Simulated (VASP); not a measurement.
# TiSe under strain, part 4 of 4

Aim: follow the pressure of TiSe through compression, expansion and shear. All runs use PBEsol. Left out of this account: 1 further run (self-consistent run: a reference on another mesh). The start is a cell from a database of measured crystal structures.

VASP 6.6.1; PBEsol, no spin polarisation; plane waves and PAW (Ti_sv, Se).

Still holding for the runs below: This run has no spin polarisation, although Ti can carry a moment. Spin-orbit coupling is off here; it would split degenerate levels.

So far, pressure (GPa): step 2 (bands, cell as listed) -0.621; step 3 (cell volume +4.0 %) -4.96; step 4 (cell volume +8.0 %) -8.44; step 5 (bands, sheared, principal strains -2.5, +0.9, +1.6 %) -0.688; step 6 (cell volume -4.0 %) 4.79.

## Step 7: Bands, volume times 0.92

The cell is scaled evenly once more. A prediction first. A parabola through the 4 pressures of evenly scaled cells so far, P = -0.61 -121.6 t +258 t² GPa with t = ln(V/V₁) and V₁ the volume at scale 1, gives 11.32 GPa at t = -0.0834.

Contents of INCAR:

```
SYSTEM = TiSe
PREC = Accurate
ENCUT = 400
EDIFF = 1E-06
NELM = 100
ISMEAR = -1
SIGMA = 0.05
LREAL = .FALSE.
ALGO = Normal
GGA = PS
NBANDS = 32
LASPH = .TRUE.
LORBIT = 11
LWAVE = .FALSE.
LCHARG = .FALSE.
KPAR = 4
```

Contents of POSCAR:

```
TiSe
1.0
    3.4614436325      0.0000000000      0.0000000000
   -1.7307218163      2.9976981196      0.0000000000
    0.0000000000      0.0000000000      6.0495024991
Ti Se
2 2
Direct
    0.0000000000      0.0000000000      0.0000000000
    0.0000000000      0.0000000000      0.5000000000
    0.3333333333      0.6666666667      0.2500000000
    0.6666666667      0.3333333333      0.7500000000
```

Contents of KPOINTS:

```
Automatic mesh
0
Gamma
10 10 5
0 0 0
```

Contents of KPOINTS_OPT:

```
Line mode
16
Line-mode
Reciprocal
  0.00000000   0.00000000   0.00000000 GAMMA
  0.50000000   0.00000000   0.00000000 M

  0.50000000   0.00000000   0.00000000 M
  0.33333333   0.33333333   0.00000000 K

  0.33333333   0.33333333   0.00000000 K
  0.00000000   0.00000000   0.00000000 GAMMA

  0.00000000   0.00000000   0.00000000 GAMMA
  0.00000000   0.00000000   0.50000000 A

  0.00000000   0.00000000   0.50000000 A
  0.50000000   0.00000000   0.50000000 L

  0.50000000   0.00000000   0.50000000 L
  0.33333333   0.33333333   0.50000000 H

  0.33333333   0.33333333   0.50000000 H
  0.00000000   0.00000000   0.50000000 A

  0.50000000   0.00000000   0.50000000 L
  0.50000000   0.00000000   0.00000000 M

  0.33333333   0.33333333   0.00000000 K
  0.33333333   0.33333333   0.50000000 H
```

The projector-augmented-wave data sets are Ti_sv and Se (PBE family, release 64).

Started as:

```console
mpirun -np 4 vasp_std
```

What it wrote:

```text
[... set-up lines as in an earlier step ...]
 entering main loop
       N       E                     dE             d eps       ncg     rms          rms(c)
DAV:   1     0.366366051916E+03    0.36637E+03   -0.14248E+04  2696   0.105E+03
DAV:   2     0.541203930414E+01   -0.36095E+03   -0.34385E+03  2760   0.347E+02
DAV:   3    -0.291882457013E+02   -0.34600E+02   -0.33893E+02  3912   0.103E+02
DAV:   4    -0.312949556551E+02   -0.21067E+01   -0.20816E+01  3736   0.209E+01
DAV:   5    -0.313423168711E+02   -0.47361E-01   -0.47353E-01  3464   0.293E+00    0.172E+01
DAV:   6    -0.288243246700E+02    0.25180E+01   -0.73154E+00  3408   0.271E+01    0.488E+00
DAV:   7    -0.287718382380E+02    0.52486E-01   -0.73605E-01  3192   0.770E+00    0.400E+00
DAV:   8    -0.287568614123E+02    0.14977E-01   -0.10389E-01  3616   0.214E+00    0.116E+00
DAV:   9    -0.287532300375E+02    0.36314E-02   -0.14265E-02  3144   0.978E-01    0.381E-01
DAV:  10    -0.287536658495E+02   -0.43581E-03   -0.89009E-04  3712   0.195E-01    0.101E-01
DAV:  11    -0.287536182993E+02    0.47550E-04   -0.27095E-04  3584   0.103E-01    0.381E-02
DAV:  12    -0.287536178087E+02    0.49058E-06   -0.13464E-05  3136   0.266E-02    0.119E-02
DAV:  13    -0.287536181413E+02   -0.33257E-06   -0.10807E-06  2680   0.755E-03
   1 F= -.28753618E+02 E0= -.28738106E+02  d E =-.310242E-01
 Start KPOINTS_OPT (optional k-point list driver)
k-point batch [1-42\144]
       N       E                     dE             ncg
DAV:   1    -0.407267229765E+03   -0.38596E+05     2696
DAV:   2    -0.154813879662E+05   -0.15074E+05     2776
DAV:   3    -0.169413505732E+05   -0.14600E+04     3960
DAV:   4    -0.170251021691E+05   -0.83752E+02     3592
DAV:   5    -0.170272736071E+05   -0.21714E+01     3472
DAV:   6    -0.170272908954E+05   -0.17288E-01     3392
DAV:   7    -0.170272913496E+05   -0.45424E-03     3504
DAV:   8    -0.170272913536E+05   -0.39793E-05     2688
DAV:   9    -0.170272913538E+05   -0.16630E-06     2064
[...]
k-point batch [127-144\144]
       N       E                     dE             ncg
DAV:   1     0.213013031016E+05   -0.22314E+05     1160
DAV:   2     0.148837127474E+05   -0.64176E+04     1184
DAV:   3     0.142840517449E+05   -0.59966E+03     1680
DAV:   4     0.142518275742E+05   -0.32224E+02     1624
DAV:   5     0.142509563373E+05   -0.87124E+00     1408
DAV:   6     0.142509422129E+05   -0.14124E-01     1432
DAV:   7     0.142509418194E+05   -0.39353E-03     1456
DAV:   8     0.142509418130E+05   -0.63800E-05     1392
DAV:   9     0.142509418127E+05   -0.25772E-06      872
```

Wall time 21 s (4 MPI ranks of Intel Xeon 6975P-C (Granite Rapids), shared host); peak memory 0.83 GiB.

OUTCAR, selected parts (step 7):

```text
   ENCUT  =  400.0 eV  29.40 Ry    5.42 a.u.   5.64  5.64  9.87*2*pi/ulx,y,z

   NELECT =      36.0000    total number of electrons

 E-fermi :   9.6575

 k-point     1 :       0.0000    0.0000    0.0000
  band No.  band energies     occupation
    ...
     17       8.1609      2.00000
     18       9.1295      1.99995
     19       9.1295      1.99995
     20       9.1769      1.99987
     21       9.1769      1.99987
     22      11.0084      0.00000
     23      11.0084      0.00000
     24      12.3669      0.00000
     25      13.1160      0.00000
     26      13.9335      0.00000
    ...

  Total        2.6911422      2.6911422      8.1631137     -0.0000000     -0.0000000     -0.0000000
  in kB       68.6882429     68.6882429    208.3538885     -0.0000000     -0.0000000     -0.0000000
  external PRESSURE =     115.2434581 kB  Pullay stress =       0.0000000 kB

 POSITION                                       TOTAL-FORCE (eV/Angst)
 -----------------------------------------------------------------------------------
      0.00000      0.00000      0.00000         0.000000      0.000000     -0.000000
      0.00000      0.00000      3.02475         0.000000      0.000000     -0.000000
     -0.00000      1.99847      1.51238        -0.000000     -0.000000     -0.000000
      1.73072      0.99923      4.53713        -0.000000      0.000000      0.000000
 -----------------------------------------------------------------------------------
    total drift:                               -0.000000      0.000000      0.000000

  FREE ENERGIE OF THE ION-ELECTRON SYSTEM (eV)
  ---------------------------------------------------
  free  energy   TOTEN  =       -28.7536181413 eV

  energy  without entropy=      -28.7225939683  energy(sigma->0) =      -28.73810605

[... 4 parts as in an earlier step ...]

[... 12 further parts left out ...]
```

This step gave:

```
free energy (TOTEN)     : -28.75 eV
energy at zero smearing : -28.74 eV
Fermi energy            : 9.658 eV
pressure                : 11.52 GPa
```

The electronic bands at the labelled points (eV, zero at the Fermi level; # counts the bands kept, so #1 is VASP's band 11):

| point | #5 | #6 | #7 | #8 | #9 | #10 | #11 | #12 |
| --- | --- | --- | --- | --- | --- | --- | --- | --- |
| Γ | -2.13 | -1.50 | -1.50 | -0.53 | -0.53 | -0.48 | -0.48 | 1.35 |
| 0.47 of the way | -3.86 | -2.95 | -1.89 | 0.14 | 0.27 | 0.39 | 1.03 | 1.27 |
| M | -4.71 | -3.38 | -2.30 | -0.32 | 0.79 | 1.26 | 1.51 | 1.64 |
| 0.53 of the way | -5.13 | -4.61 | -0.83 | -0.06 | 0.75 | 0.94 | 1.19 | 1.78 |
| K | -5.17 | -4.58 | 0.19 | 0.39 | 0.39 | 0.62 | 0.62 | 1.69 |
| 0.47 of the way | -4.36 | -3.98 | -1.35 | 0.23 | 0.53 | 0.80 | 1.10 | 1.21 |
| Γ | -2.13 | -1.50 | -1.50 | -0.53 | -0.53 | -0.48 | -0.48 | 1.35 |
| 0.47 of the way | -2.40 | -2.40 | -1.06 | -0.37 | -0.37 | 0.32 | 0.32 | 1.38 |
| A | -3.52 | -3.52 | 0.11 | 0.11 | 0.11 | 0.11 | 0.21 | 0.21 |
| 0.47 of the way | -3.79 | -3.79 | -0.79 | -0.79 | 0.33 | 0.33 | 1.17 | 1.17 |
| L | -4.14 | -4.14 | -1.18 | -1.18 | 1.41 | 1.41 | 1.67 | 1.67 |
| 0.47 of the way | -4.79 | -4.79 | -0.79 | -0.79 | 1.26 | 1.26 | 1.42 | 1.42 |
| H | -4.88 | -4.88 | -0.36 | -0.36 | 0.91 | 0.91 | 1.74 | 1.74 |
| 0.47 of the way | -4.22 | -4.22 | -0.67 | -0.67 | 0.14 | 0.14 | 1.61 | 1.61 |
| A | -3.52 | -3.52 | 0.11 | 0.11 | 0.11 | 0.11 | 0.21 | 0.21 |
| jump to L | -4.14 | -4.14 | -1.18 | -1.18 | 1.41 | 1.41 | 1.67 | 1.67 |
| 0.47 of the way | -4.54 | -3.67 | -1.92 | -0.56 | 1.22 | 1.31 | 1.56 | 1.62 |
| M | -4.71 | -3.38 | -2.30 | -0.32 | 0.79 | 1.26 | 1.51 | 1.64 |
| jump to K | -5.17 | -4.58 | 0.19 | 0.39 | 0.39 | 0.62 | 0.62 | 1.69 |
| 0.53 of the way | -5.01 | -5.01 | -0.13 | -0.13 | 0.42 | 1.19 | 1.19 | 1.45 |
| H | -4.88 | -4.88 | -0.36 | -0.36 | 0.91 | 0.91 | 1.74 | 1.74 |

Of the projections kept (Ti, Se), the largest for each band there; the rest of the weight can lie on other orbitals:

| point | #5 | #6 | #7 | #8 | #9 | #10 | #11 | #12 |
| --- | --- | --- | --- | --- | --- | --- | --- | --- |
| Γ | Ti 0.94 | Se 0.95 | Se 0.95 | Ti 0.94 | Ti 0.94 | Ti 0.93 | Ti 0.93 | Ti 0.99 |
| M | Se 0.58 | Se 0.88 | Ti 0.91 | Ti 0.91 | Ti 0.95 | Ti 0.99 | Ti 0.94 | Ti 1.00 |
| K | Se 0.68 | Se 0.80 | Ti 0.92 | Ti 0.95 | Ti 0.95 | Ti 0.89 | Ti 0.89 | Ti 0.95 |
| Γ | Ti 0.94 | Se 0.95 | Se 0.95 | Ti 0.94 | Ti 0.94 | Ti 0.93 | Ti 0.93 | Ti 0.99 |
| A | Se 0.59 | Se 0.59 | Ti 0.95 | Ti 0.95 | Ti 0.95 | Ti 0.95 | Ti 0.82 | Ti 0.82 |
| L | Se 0.67 | Se 0.67 | Ti 0.89 | Ti 0.89 | Ti 0.99 | Ti 0.99 | Ti 0.96 | Ti 0.96 |

 The pressure is 11.52 GPa. The parabola predicted 11.32 GPa, -0.20 GPa off.

## Step 8: Bands, atoms displaced by up to 0.22 Å

The atoms are moved off their sites at random, as a crude picture of disorder.

INCAR is that of step 7.

Contents of POSCAR:

```
TiSe
1.0
    3.5590000000      0.0000000000      0.0000000000
   -1.7795000000      3.0821844121      0.0000000000
    0.0000000000      0.0000000000      6.2200000000
Ti Se
2 2
Direct
   -0.0429310000     -0.0264920000     -0.0163630000
    0.0016470000      0.0066030000      0.4941680000
    0.3305840000      0.6893640000      0.2674750000
    0.7089940000      0.3182190000      0.7695070000
```

KPOINTS is that of step 7.

KPOINTS_OPT is that of step 7.

Started as:

```console
mpirun -np 4 vasp_std
```

What it wrote:

```text
[... set-up lines as in an earlier step ...]
 entering main loop
       N       E                     dE             d eps       ncg     rms          rms(c)
DAV:   1     0.362065034189E+03    0.36207E+03   -0.13799E+04 16168   0.104E+03
DAV:   2     0.743425347493E+01   -0.35463E+03   -0.33779E+03 16680   0.346E+02
DAV:   3    -0.286525903337E+02   -0.36087E+02   -0.35328E+02 23488   0.103E+02
DAV:   4    -0.310163678228E+02   -0.23638E+01   -0.23361E+01 22640   0.223E+01
DAV:   5    -0.310732085556E+02   -0.56841E-01   -0.56836E-01 21008   0.307E+00    0.158E+01
DAV:   6    -0.284540389432E+02    0.26192E+01   -0.85056E+00 20328   0.276E+01    0.468E+00
DAV:   7    -0.286585490042E+02   -0.20451E+00   -0.44868E+00 19032   0.115E+01    0.588E+00
DAV:   8    -0.283489144683E+02    0.30963E+00   -0.25327E+00 19176   0.614E+00    0.325E+00
DAV:   9    -0.283253910531E+02    0.23523E-01   -0.12490E-01 20752   0.226E+00    0.737E-01
DAV:  10    -0.283226605205E+02    0.27305E-02   -0.16087E-02 18672   0.109E+00    0.302E-01
DAV:  11    -0.283229384929E+02   -0.27797E-03   -0.14275E-03 21752   0.265E-01    0.460E-02
DAV:  12    -0.283229265479E+02    0.11945E-04   -0.18542E-04 21184   0.916E-02    0.378E-02
DAV:  13    -0.283229291007E+02   -0.25528E-05   -0.14634E-05 19608   0.273E-02    0.870E-03
DAV:  14    -0.283229281329E+02    0.96781E-06   -0.14029E-06 12912   0.101E-02
   1 F= -.28322928E+02 E0= -.28307151E+02  d E =-.315544E-01
 Start KPOINTS_OPT (optional k-point list driver)
k-point batch [1-144\144]
       N       E                     dE             ncg
DAV:   1    -0.431608606986E+03   -0.12308E+06     9264
DAV:   2    -0.511674219783E+05   -0.50736E+05     9488
DAV:   3    -0.563532793028E+05   -0.51859E+04    13560
DAV:   4    -0.566914893564E+05   -0.33821E+03    12584
DAV:   5    -0.567009570484E+05   -0.94677E+01    12032
DAV:   6    -0.567010137299E+05   -0.56682E-01    11680
DAV:   7    -0.567010147443E+05   -0.10144E-02    12032
DAV:   8    -0.567010147638E+05   -0.19569E-04     9200
DAV:   9    -0.567010147647E+05   -0.87722E-06     7392
```

Elapsed: 56 s, on 4 MPI ranks; peak memory 2.3 GiB; 3.6 min of CPU time.

OUTCAR, selected parts (step 8):

```text
   NELECT =      36.0000    total number of electrons

 E-fermi :   8.6635

 k-point     1 :       0.0000    0.0000    0.0000
  band No.  band energies     occupation
    ...
     15       6.3819      2.00000
     16       6.6067      2.00000
     17       7.6032      2.00000
     18       8.2471      1.99952
     19       8.3265      1.99764
     20       8.7284      0.42902
     21       8.9525      0.00616
     22       9.8679      0.00000
     23      10.0150      0.00000
     24      11.0963      0.00000
    ...

  Total        1.0845041     -0.0442548      4.1018671     -2.5129637     -0.0344739      1.2886317
  in kB       25.4662380     -1.0391870     96.3197126    -59.0092115     -0.8095126     30.2595454
  external PRESSURE =      40.2489212 kB  Pullay stress =       0.0000000 kB

 POSITION                                       TOTAL-FORCE (eV/Angst)
 -----------------------------------------------------------------------------------
      1.67385      3.00053      6.11822         2.111661     -0.121149      2.275107
     -0.00589      0.02035      3.07372        -0.042546     -0.124640      0.719191
     -0.05017      2.12475      1.66369         0.420193     -0.556963     -1.003553
      1.95704      0.98081      4.78633        -2.489308      0.802752     -1.990746
 -----------------------------------------------------------------------------------
    total drift:                                0.000499     -0.000061      0.000878

  FREE ENERGIE OF THE ION-ELECTRON SYSTEM (eV)
  ---------------------------------------------------
  free  energy   TOTEN  =       -28.3229281329 eV

  energy  without entropy=      -28.2913737033  energy(sigma->0) =      -28.30715092

[... 5 parts as in an earlier step ...]

[... 12 further parts left out ...]
```

Numbers from this step:

- SCF cycles: 14
- irreducible k-points: 252
- symmetry operations: 1
- free energy (TOTEN): -28.32 eV
- energy at zero smearing: -28.31 eV
- Fermi energy: 8.664 eV
- pressure: 4.025 GPa

The electronic bands at the labelled points (eV, zero at the Fermi level; # counts the bands kept, so #1 is VASP's band 11):

| point | #5 | #6 | #7 | #8 | #9 | #10 | #11 | #12 |
| --- | --- | --- | --- | --- | --- | --- | --- | --- |
| Γ | -2.28 | -2.06 | -1.06 | -0.42 | -0.34 | 0.06 | 0.29 | 1.20 |
| 0.47 of the way | -3.64 | -2.98 | -1.58 | 0.03 | 0.21 | 0.62 | 0.83 | 1.34 |
| M | -4.63 | -3.38 | -1.89 | -0.07 | 0.80 | 1.10 | 1.41 | 1.45 |
| 0.47 of the way | -4.61 | -4.38 | -1.03 | 0.06 | 0.70 | 0.89 | 1.25 | 1.56 |
| K | -4.79 | -4.48 | 0.05 | 0.14 | 0.42 | 0.56 | 0.67 | 1.47 |
| 0.47 of the way | -3.97 | -3.77 | -1.26 | 0.07 | 0.30 | 0.96 | 1.03 | 1.22 |
| Γ | -2.28 | -2.06 | -1.06 | -0.42 | -0.34 | 0.06 | 0.29 | 1.20 |
| 0.53 of the way | -2.78 | -2.56 | -0.73 | -0.28 | -0.19 | 0.37 | 0.61 | 1.23 |
| A | -3.29 | -3.22 | -0.17 | 0.03 | 0.15 | 0.20 | 0.24 | 0.54 |
| 0.47 of the way | -4.03 | -3.51 | -0.67 | -0.47 | 0.28 | 0.38 | 0.91 | 1.12 |
| L | -4.31 | -3.84 | -1.05 | -0.68 | 1.18 | 1.24 | 1.41 | 1.50 |
| 0.47 of the way | -4.48 | -4.36 | -0.79 | -0.44 | 0.90 | 1.06 | 1.27 | 1.39 |
| H | -4.57 | -4.52 | -0.37 | -0.22 | 0.63 | 0.84 | 1.16 | 1.41 |
| 0.47 of the way | -4.04 | -3.95 | -0.67 | -0.56 | 0.07 | 0.42 | 1.32 | 1.41 |
| A | -3.29 | -3.22 | -0.17 | 0.03 | 0.15 | 0.20 | 0.24 | 0.54 |
| jump to L | -4.31 | -3.84 | -1.05 | -0.68 | 1.18 | 1.24 | 1.41 | 1.50 |
| 0.47 of the way | -4.49 | -3.60 | -1.56 | -0.27 | 1.09 | 1.17 | 1.41 | 1.50 |
| M | -4.63 | -3.38 | -1.89 | -0.07 | 0.80 | 1.10 | 1.41 | 1.45 |
| jump to K | -4.79 | -4.48 | 0.05 | 0.14 | 0.42 | 0.56 | 0.67 | 1.47 |
| 0.53 of the way | -4.79 | -4.53 | -0.20 | -0.03 | 0.32 | 0.89 | 1.03 | 1.28 |
| H | -4.57 | -4.52 | -0.37 | -0.22 | 0.63 | 0.84 | 1.16 | 1.41 |

Of the projections kept (Ti, Se), the largest for each band there; the rest of the weight can lie on other orbitals:

```
point       #5       #6       #7       #8       #9      #10      #11      #12
    Γ  Se 0.71  Se 0.70  Ti 0.62  Ti 0.95  Ti 0.92  Ti 0.83  Ti 0.74  Ti 0.98
    M  Se 0.64  Se 0.84  Ti 0.91  Ti 0.92  Ti 0.94  Ti 0.99  Ti 0.95  Ti 1.00
    K  Se 0.69  Se 0.81  Ti 0.91  Ti 0.93  Ti 0.94  Ti 0.91  Ti 0.93  Ti 0.96
    Γ  Se 0.71  Se 0.70  Ti 0.62  Ti 0.95  Ti 0.92  Ti 0.83  Ti 0.74  Ti 0.98
    A  Se 0.61  Se 0.61  Ti 0.90  Ti 0.93  Ti 0.91  Ti 0.95  Ti 0.94  Ti 0.87
    L  Se 0.66  Se 0.68  Ti 0.90  Ti 0.89  Ti 0.98  Ti 0.99  Ti 0.95  Ti 0.94
```

Force by atom:

| atom | x (eV/Å) | y (eV/Å) | z (eV/Å) | size |
| --- | --- | --- | --- | --- |
| Ti1 | 2.11 | -0.12 | 2.28 | 3.11 |
| Ti2 | -0.04 | -0.12 | 0.72 | 0.73 |
| Se3 | 0.42 | -0.56 | -1.00 | 1.22 |
| Se4 | -2.49 | 0.80 | -1.99 | 3.29 |

 The pressure is 4.02 GPa, and the symmetry operations fall from 24 to 1.

## Step 9: Side by side

```
                                         cell     mesh  pressure (GPa)  gap (eV)
                               cell as listed  10×10×5           -0.62      none
                            volume times 1.04  10×10×5           -4.96      none
                            volume times 1.08  10×10×5           -8.44      none
sheared, principal strains -2.5, +0.9, +1.6 %  10×10×5           -0.69      none
                            volume times 0.96  10×10×5            4.79      none
                            volume times 0.92  10×10×5           11.52      none
              atoms displaced by up to 0.22 Å  10×10×5            4.02      none
```

## Step 10: Outcome

```yaml
pressure_cell_as_listed: -0.621 GPa
pressure_volume_times_1p04: -4.96 GPa
pressure_volume_times_1p08: -8.44 GPa
pressure_sheared_principal_strains_minus_2p5_plus_0p9_plus_1p6: -0.688 GPa
pressure_volume_times_0p96: 4.79 GPa
pressure_volume_times_0p92: 11.5 GPa
pressure_atoms_displaced_by_up_to_0p22_a: 4.02 GPa
bulk_modulus_at_the_listed_volume_shape_and_positions_held: 122 GPa
```

**Reading.** The slope of pressure against ln V at the listed volume gives a bulk modulus of 122 GPa at fixed shape and positions. Spin-orbit coupling is left out; it would split some degenerate bands. Magnetism was not tested.

[Lines on the potential files, build, host, timing and source positions are cut from VASP's logs without a mark.]

[Logs are printed without paths, hosts, clocks, repeated set-up lines and the standing remarks that a program may print on its own settings, such as how far it seeks lower states.]

[Hosts, paths, dates, database ids (printed as entryN), source tags and the programs' standing remarks are cut or masked in the printed files.]

[A measured line is paired with the nearest computed mode of its activity, which favours agreement.]
